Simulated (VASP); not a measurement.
# Ba2LuSi2 (P1) in VASP: single point with PBE

Aim: the single point of Ba2LuSi2 with PBE.

Everything below comes from runs of VASP 6.6.1. Logs are shortened: lines on timing, memory, paths and dates and some standing lists are left out, and cuts for length are marked.

## 1. The structure

The typed cell holds 5 atoms: a = 4.737 Å, b = 4.728 Å, c = 6.493 Å, α = 70.13°, β = 70.19°, γ = 91.05°.

The cell was built by a generator and needn't be a form met in nature.

## 2. Single point, PBE

The input, INCAR:

```
SYSTEM = Ba2LuSi2
  PREC = Accurate
  ENCUT = 520
  EDIFF = 1E-7
  ISMEAR = -1
  SIGMA = 0.1
  LREAL = .FALSE.
  LASPH = .TRUE.
  NELM = 100
  ALGO = Fast
  ISIF = 2
  LWAVE = .FALSE.
  LCHARG = .FALSE.
  GGA = PE
  NBANDS = 34
```

The input, KPOINTS:

```
Automatic mesh
0
G
  4 4 3
  0 0 0
```

The input, POSCAR:

```
Ba2LuSi2
1.0
   -0.0436760000      4.7369910000      0.0519060000
    4.7277380000     -0.0436760000      0.0475270000
    2.2843590000      2.2836720000     -5.6320920000
Si Lu Ba
2 1 2
Direct
    0.3725470000      0.3873060000      0.2579540000
    0.6287500000      0.6400320000      0.7354400000
    0.9975860000      0.0023050000      0.9912170000
    0.7444380000      0.2510830000      0.4965420000
    0.2383390000      0.7505860000      0.4930770000
```

Potentials or basis: VASP PAW PBE potentials, release 64 (Si, Lu, Ba_sv).

Run with:

```
cat potpaw_PBE.64/Si/POTCAR potpaw_PBE.64/Lu/POTCAR potpaw_PBE.64/Ba_sv/POTCAR > POTCAR
mpirun -np 1 vasp_std > vasp.out
```

OUTCAR:

```text
SYSTEM = Ba2LuSi2
   PREC = Accurate
   ENCUT = 520
   EDIFF = 1E-7
   ISMEAR = -1
   LREAL = .FALSE.
   LASPH = .TRUE.
   NELM = 100
   ISIF = 2
   GGA = PE

 ion  position               nearest neighbor table
   1  0.373  0.387  0.258-   5 2.62   4 2.67   4 2.79   5 2.82   2 2.97
   2  0.629  0.640  0.735-   4 2.72   5 2.72   4 2.74   5 2.76   1 2.97
   3  0.998  0.002  0.991-   4 3.64   5 3.64   5 3.65   4 3.69   4 3.71   5 3.72   4 3.75   5 3.77

   4  0.744  0.251  0.497-   1 2.67   2 2.72   2 2.74   1 2.79   5 3.28   5 3.35   5 3.36   5 3.40
                             3 3.64   3 3.69   3 3.71   3 3.75
   5  0.238  0.751  0.493-   1 2.62   2 2.72   2 2.76   1 2.82   4 3.28   4 3.35   4 3.36   4 3.40
                             3 3.64   3 3.65   3 3.72   3 3.77

  LATTYP: Found a triclinic cell.
 ALAT       =     4.7281786139
 B/A-ratio  =     1.4285301782
 C/A-ratio  =     1.3731724419
 COS(alpha) =     0.0001552922
 COS(beta)  =     0.3398386473
 COS(gamma) =     0.7128871264

  Lattice vectors:

 A1 = (   4.7277380000,  -0.0436760000,   0.0475270000)
 A2 = (   4.7714140000,  -4.7806670000,  -0.0043790000)
 A3 = (   2.2843590000,   2.2836720000,  -5.6320920000)

Analysis of symmetry for initial positions (statically):
=====================================================================
 Subroutine PRICEL returns:
 Original cell was already a primitive cell.

 Routine SETGRP: Setting up the symmetry group for a
 triclinic supercell.

 Subroutine GETGRP returns: Found  1 space group operations
 (whereof  1 operations were pure point group operations)
 out of a pool of  2 trial point group operations.

The static configuration has the point symmetry C_1 .

Analysis of symmetry for dynamics (positions and initial velocities):
=====================================================================
 Subroutine PRICEL returns:
 Original cell was already a primitive cell.

 Routine SETGRP: Setting up the symmetry group for a
 triclinic supercell.

 Subroutine GETGRP returns: Found  1 space group operations
 (whereof  1 operations were pure point group operations)
 out of a pool of  2 trial point group operations.

The dynamic configuration has the point symmetry C_1 .

 Subroutine INISYM returns: Found  1 space group operations
 (whereof  1 operations are pure point group operations),
 and found     1 'primitive' translations

----------------------------------------------------------------------------------------

                                     Primitive cell

  volume of cell :     127.2060

  direct lattice vectors                    reciprocal lattice vectors
    -0.043676000  4.736991000  0.051906000     0.001080540  0.210175819  0.085659285
     4.727738000 -0.043676000  0.047527000     0.210663856  0.001001645  0.085850747
     2.284359000  2.283672000 -5.632092000     0.001787667  0.001945457 -0.176040012

  length of vectors
     4.737476708  4.728178614  6.492604573     0.226963776  0.227487614  0.176059837

  position of ions in fractional coordinates (direct lattice)
     0.372547000  0.387306000  0.257954000
     0.628750000  0.640032000  0.735440000
     0.997586000  0.002305000  0.991217000
     0.744438000  0.251083000  0.496542000
     0.238339000  0.750586000  0.493077000

  ion indices of the primitive-cell ions
   primitive index   ion index
                 1           1
                 2           2
                 3           3
                 4           4
                 5           5

----------------------------------------------------------------------------------------

 KPOINTS: Automatic mesh

Automatic generation of k-mesh.
 Grid dimensions read from file:
 generate k-points for:    4    4    3

 Generating k-lattice:

  Cartesian coordinates                     Fractional coordinates (reciprocal lattice)
     0.000270135  0.052543955  0.021414821     0.250000000 -0.000000000  0.000000000
     0.052665964  0.000250411  0.021462687     0.000000000  0.250000000 -0.000000000
     0.000595889  0.000648486 -0.058680004     0.000000000 -0.000000000  0.333333333

  Length of vectors
     0.056740944  0.056871903  0.058686612

  Shift w.r.t. Gamma in fractional coordinates (k-lattice)
     0.000000000  0.000000000  0.000000000

 Subroutine IBZKPT returns following result:
 ===========================================

 Found     26 irreducible k-points:

 Following reciprocal coordinates:
            Coordinates               Weight
  0.000000  0.000000  0.000000      1.000000
  0.250000  0.000000  0.000000      2.000000
  0.500000  0.000000  0.000000      1.000000
 -0.000000  0.250000  0.000000      2.000000
  0.250000  0.250000  0.000000      2.000000
  0.500000  0.250000  0.000000      2.000000
[... 16 lines left out ...]
 -0.000000 -0.250000  0.333333      2.000000
  0.250000 -0.250000  0.333333      2.000000
 [... further k-points ...]
   k-points           NKPTS =     26   k-points in BZ     NKDIM =     26   number of bands    NBANDS=     34
   number of dos      NEDOS =    301   number of ions     NIONS =      5
   total plane-waves  NPLWV =  62208
   dimension x,y,z NGX =    36 NGY =   36 NGZ =   48
   dimension x,y,z NGXF=    72 NGYF=   72 NGZF=   96
   ions per type =               2   1   2
   NGX,Y,Z   is equivalent  to a cutoff of  12.63, 12.66, 12.29 a.u.
   NGXF,Y,Z  is equivalent  to a cutoff of  25.27, 25.32, 24.58 a.u.
 SYSTEM =  Ba2LuSi2
   PREC   = accura    normal or accurate (medium, high low for compatibility)
   ISTART =      0    job   : 0-new  1-cont  2-samecut
   ICHARG =      2    charge: 1-file 2-atom 10-const
   ISPIN  =      1    spin polarized calculation?
   LNONCOLLINEAR =      F non collinear calculations
   LSORBIT =      F    spin-orbit coupling
   LASPH  =      T    aspherical Exc in radial PAW
   ENCUT  =  520.0 eV  38.22 Ry    6.18 a.u.   8.81  8.79 12.07*2*pi/ulx,y,z
   NELM   =    100;   NELMIN=  2; NELMDL= -5     # of ELM steps
   EDIFF  = 0.1E-06   stopping-criterion for ELM
   LREAL  =      F    real-space projection
   EDIFFG = 0.1E-05   stopping-criterion for IOM
   NSW    =      0    number of steps for IOM
   IBRION =     -1    ionic relax: 0-MD 1-quasi-New 2-CG
   NFREE  =      0    steps in history (QN), initial steepest desc. (CG)
   ISIF   =      2    stress and relaxation
   ISYM   =      2    0-nonsym 1-usesym 2-fastsym
   POTIM  = 0.5000    time-step for ionic-motion
   TEBEG  =    0.0;   TEEND  =   0.0 temperature during run
   PSTRESS=    0.0 pullay stress
   NELECT =      53.0000    total number of electrons
   NUPDOWN=      -1.0000    fix difference up-down
   EMIN   =  10.00;   EMAX   =-10.00  energy-range for DOS
   EFERMI =   0.00;   METHOD = LEGACY
   ISMEAR =    -1;   SIGMA  =   0.10  broadening in eV -4-tet -1-fermi 0-gaus
   EFERMI_NEDOS =   21; number of points for ismear=-14 and -15
   IALGO  =     68    algorithm
   IMIX   =      4    mixing-type and parameters
     AMIX     =   0.40;   BMIX     =  1.00
     AMIX_MAG =   1.60;   BMIX_MAG =  1.00
  volume/ion in A,a.u.               =      25.44       171.69
  Fermi-wavevector in a.u.,A,eV,Ry     =   1.222731  2.310627 20.341678  1.495071
  Thomas-Fermi vector in A             =   2.357867
   LORBIT       =      0    0 simple, 1 ext, 2 COOP (PROOUT), +10 PAW based schemes
   GGA     = PE    functional components
   LHFCALC =     F    Hartree Fock is set to
   AEXX    =    0.0000 exact exchange contribution
   IVDW    =     0    specifies the selected vdW correction
   LEPSILON=     F    determine dielectric tensor
   LRPA    =     F    only Hartree local field effects (RPA)
 non-spin polarized calculation
 RMM-DIIS sequential band-by-band and
  energy-cutoff  :      520.00
  volume of cell :      127.21
 maximum number of plane-waves:      3434
   NGX = 17   NGY = 17   NGZ = 25

 number of electron      52.9999997 magnetization

 Free energy of the ion-electron system (eV)
  ---------------------------------------------------
  ext. energy  EPLUGINS =         0.00000000
  ---------------------------------------------------
  free energy    TOTEN  =       -13.18078821 eV

  energy without entropy =      -13.07009284  energy(sigma->0) =      -13.12544052

 E-fermi :   4.6697     XC(G=0): -10.1546

 val. band max:        4.6511082333   @ k =   0.5000  -0.2500   0.3333
 cond. band min:       4.7123932020   @ k =   0.5000   0.5000   0.3333
 fundamental gap:      0.0612849688
 Fermi energy:         4.6697037055

 k-point     1 :       0.0000    0.0000    0.0000
  band No.  band energies     occupation
      1     -52.8368      2.00000
      2     -23.4519      2.00000
      3     -23.4387      2.00000
      4     -23.4275      2.00000
      5     -23.0480      2.00000
      6     -22.2440      2.00000
[... 26 lines left out ...]
     33       7.2919      0.00000
     34       8.4743      0.00000

 k-point     2 :       0.2500    0.0000    0.0000
  band No.  band energies     occupation
      1     -52.8367      2.00000
      2     -23.4560      2.00000
      3     -23.4392      2.00000
      4     -23.4314      2.00000
      5     -22.9287      2.00000
      6     -22.3638      2.00000
[... 26 lines left out ...]
     33       6.9868      0.00000
     34       8.7133      0.00000

 k-point     3 :       0.5000    0.0000    0.0000
  band No.  band energies     occupation
      1     -52.8367      2.00000
      2     -23.4599      2.00000
      3     -23.4395      2.00000
      4     -23.4324      2.00000
      5     -22.6783      2.00000
      6     -22.6179      2.00000
[... 26 lines left out ...]
     33       7.2726      0.00000
     34       7.6105      0.00000
[... 704 lines left out ...]
 k-point    23 :      -0.0000   -0.2500    0.3333
  band No.  band energies     occupation
      1     -52.8367      2.00000
      2     -23.4588      2.00000
      3     -23.4524      2.00000
      4     -23.4369      2.00000
      5     -22.9039      2.00000
      6     -22.3633      2.00000
[... 26 lines left out ...]
     33       7.4689      0.00000
     34       8.0605      0.00000

 k-point    24 :       0.2500   -0.2500    0.3333
  band No.  band energies     occupation
      1     -52.8367      2.00000
      2     -23.4592      2.00000
      3     -23.4454      2.00000
      4     -23.4354      2.00000
      5     -22.8449      2.00000
      6     -22.4240      2.00000
[... 26 lines left out ...]
     33       7.3872      0.00000
     34       7.7460      0.00000

 [... further k-points ...]
[... 5 lines left out ...]
  --------------------------------------------------------------------------------------
  -------------------------------------------------------------------------------------
  Total       18.1511855     17.3241048     13.0252831     -0.3780656     -0.6784903     -1.4890600
  in kB      228.6167255    218.1995278    164.0552664     -4.7617894     -8.5456805    -18.7549190
  external PRESSURE =     203.6238399 kB  Pullay stress =       0.0000000 kB

 VOLUME and BASIS-vectors are now :
 -----------------------------------------------------------------------------
  energy-cutoff  :      520.00
  volume of cell :      127.21
      direct lattice vectors                 reciprocal lattice vectors
    -0.043676000  4.736991000  0.051906000     0.001080540  0.210175819  0.085659285
     4.727738000 -0.043676000  0.047527000     0.210663856  0.001001645  0.085850747
     2.284359000  2.283672000 -5.632092000     0.001787667  0.001945457 -0.176040012

 POSITION                                       TOTAL-FORCE (eV/Angst)
 -----------------------------------------------------------------------------------
      2.40407      2.33692     -1.41508        -1.048464     -0.571122      5.623728
      4.67845      4.62993     -4.07901        -0.016507     -0.189121     -5.437375
      2.23162      6.98907     -5.53074        -0.140221     -0.094658     -0.026072
      2.28882      4.64937     -2.74600        -0.023624      0.749632      0.005196
      4.66453      2.22225     -2.72901         1.228816      0.105269     -0.165476
 -----------------------------------------------------------------------------------
    total drift:                                0.000660     -0.000195     -0.000721

  FREE ENERGIE OF THE ION-ELECTRON SYSTEM (eV)
  ---------------------------------------------------
  free  energy   TOTEN  =       -13.1807882080 eV

  energy  without entropy=      -13.0700928394  energy(sigma->0) =      -13.12544052
```

Wall time 7.9 min (1 thread of Intel Xeon Platinum 8488C (Sapphire Rapids), shared host); peak memory 0.33 GiB.

Results:

```
Free energy            : -13.1808 eV
Pressure               : 20.4 GPa
Largest force          : 5.749 eV/Å
Band gap on the k mesh : none (metal or under the smearing width)
```

Forces on the atoms (eV/Å):
```
Si  -1.048 -0.571  5.624
Si  -0.017 -0.189 -5.437
Lu  -0.140 -0.095 -0.026
Ba  -0.024  0.750  0.005
Ba   1.229  0.105 -0.165
```

Levels at points of the mesh, in eV from the Fermi level:
```tsv
k point	band 25	band 26	band 27	band 28	band 29	band 30
(0.00, 0.00, 0.00)	-0.71	-0.61	-0.52	0.82	0.97	1.11
(0.50, 0.00, 0.00)	-0.95	-0.38	-0.21	0.99	1.01	1.51
(0.00, 0.50, 0.00)	-0.99	-0.36	-0.16	0.93	1.03	1.53
(0.50, 0.50, 0.00)	-0.80	-0.17	0.33	0.62	1.09	1.30
```

Caveat: the k mesh is coarse (spacing up to 0.37 Å⁻¹), so the values aren't converged; so large a pressure means that the cell lies far from this level's equilibrium, or that cutoff or potentials fall short; forces of over 1 eV/Å show positions far from the minimum, so gaps and moduli don't describe the material at rest. The run has no spin-orbit coupling, so splittings on Ba, Lu are missing.
